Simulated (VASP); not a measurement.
Input:

```
CELL_PARAMETERS angstrom
      4.13668     0.00000     0.00000
      0.00000     4.13668     0.00000
      0.00000     0.00000     4.13668
ATOMIC_POSITIONS crystal
  Sc 0.00000 0.00000 0.00000
  Al 0.00000 0.50000 0.50000
  Al 0.50000 0.00000 0.50000
  Al 0.50000 0.50000 0.00000
```

Computed with vdW-DF2, VASP's PBE PAW potentials (set 64) (plane waves; VASP). Settings: 520 eV cut-off, 7×7×7 Γ-centred mesh, first-order Methfessel-Paxton smearing of 0.10 eV, potentials Sc_sv Al.

Question: What does the run give for the energy per atom (σ→0), band gap (on the k-mesh) with the smallest direct gap where there is one?

Answer: 
| Property | Result |
|---|---|
| band gap (on the k-mesh) | none (metal, semimetal or under 0.01 eV) |
| energy per atom (σ→0) | -2.542 eV/atom |

The absolute energy has meaning only against runs of the same code, potentials and settings.

The compound is Al3Sc in the L1_2 structure. It was relaxed first. The start is the result of an earlier pass.
